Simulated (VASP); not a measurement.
Data:

```
CELL_PARAMETERS angstrom
      3.36474    -1.86257    -0.08689
      3.36474     1.86257    -0.08689
      2.41330     0.00000     2.99569
ATOMIC_POSITIONS crystal
  As 0.23467 0.23467 0.23467
  As 0.76533 0.76533 0.76533
```

The numbers are results of PBE GGA, VASP's PBE PAW potentials (set 64) (plane waves; VASP), not measurements. Run with 500 eV cut-off, 12×12×12 Γ-centred mesh, first-order Methfessel-Paxton smearing of 0.10 eV, potentials As.

Energy and stress use the plane-wave basis of the starting cell.

Q: The ions, cell shape and volume at an external pressure of 20.0 GPa are relaxed. Predict the relaxed structure.

A: 
```
CELL_PARAMETERS angstrom
      3.21181    -1.82491    -0.11133
      3.21181     1.82491    -0.11133
      2.27961     0.00000     2.90891
ATOMIC_POSITIONS crystal
  As 0.23882 0.23882 0.23882
  As 0.76118 0.76118 0.76118
```
Space group R-3m (166), at a tolerance of 0.03 Å.

Q: How do energy and volume change from the first to the last step?

A: The energy (σ→0) changes by +148.7 meV/atom and the volume by -8.6 %, in 10 ionic steps.

```json
[
 {"step": "1", "E(σ→0) (eV)": "-9.1743", "max force (eV/Å)": "0.019", "pressure (GPa)": "9.86", "volume (Å³)": "38.33"},
 {"step": "2", "E(σ→0) (eV)": "-8.2773", "max force (eV/Å)": "1.263", "pressure (GPa)": "39.51", "volume (Å³)": "31.99"},
 {"step": "3", "E(σ→0) (eV)": "-8.9280", "max force (eV/Å)": "0.436", "pressure (GPa)": "19.62", "volume (Å³)": "35.60"},
 {"step": "4", "E(σ→0) (eV)": "-8.9188", "max force (eV/Å)": "0.451", "pressure (GPa)": "19.94", "volume (Å³)": "35.53"},
 {"step": "5", "E(σ→0) (eV)": "-8.8964", "max force (eV/Å)": "0.204", "pressure (GPa)": "20.05", "volume (Å³)": "35.23"},
 {"step": "6", "E(σ→0) (eV)": "-8.8561", "max force (eV/Å)": "0.037", "pressure (GPa)": "20.47", "volume (Å³)": "34.87"},
 {"step": "7", "E(σ→0) (eV)": "-8.8609", "max force (eV/Å)": "0.015", "pressure (GPa)": "20.41", "volume (Å³)": "34.91"},
 {"step": "8", "E(σ→0) (eV)": "-8.8905", "max force (eV/Å)": "0.048", "pressure (GPa)": "19.32", "volume (Å³)": "35.14"},
 {"step": "9", "E(σ→0) (eV)": "-8.8836", "max force (eV/Å)": "0.042", "pressure (GPa)": "19.59", "volume (Å³)": "35.08"},
 {"step": "10", "E(σ→0) (eV)": "-8.8769", "max force (eV/Å)": "0.008", "pressure (GPa)": "19.88", "volume (Å³)": "35.03"}
]
```

The compound is As in the a7 structure. This run relaxes it under an external pressure of 20 GPa. Symmetry was kept, so distortions that lower it aren't found.
